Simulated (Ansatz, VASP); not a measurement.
# Two plane-wave programs on Ca2Zr

```
CELL_PARAMETERS angstrom
0.00000 3.93471 3.93471
3.93471 0.00000 3.93471
3.93471 3.93471 0.00000
ATOMIC_POSITIONS crystal
Ca 0.25000 0.25000 0.25000
Ca 0.75000 0.75000 0.75000
Zr 0.00000 0.00000 0.00000
```

Alike in both runs: functional PBE; k mesh 10 × 10 × 10; occupations gaussian, width 0.1 eV; no spin polarisation.

Ansatz relaxed the structure, and its values are those at the end. VASP's run is a single point on that final structure, the one shown.

|  | VASP | Ansatz |
| --- | --- | --- |
| version | VASP 6.6.1 | Ansatz 0.2.0 |
| potentials or method | VASP PAW PBE potentials, release 64 (Ca_sv, Zr_sv) | scalar-relativistic, plane waves, PAW |
| plane-wave cutoff (eV) | 520 | 420 |
| valence electrons in the cell | 32 | 32 |

```tsv
	VASP	Ansatz	Ansatz less VASP
gap on the k mesh at the Fermi level (eV)	none	none	-
pressure (GPa)	0.1	0.0	-0.01
```

A gap of «none» marks a metal or a gap that the smearing closes. The functional is the same, so the differences come from potentials, cutoffs and numerics.
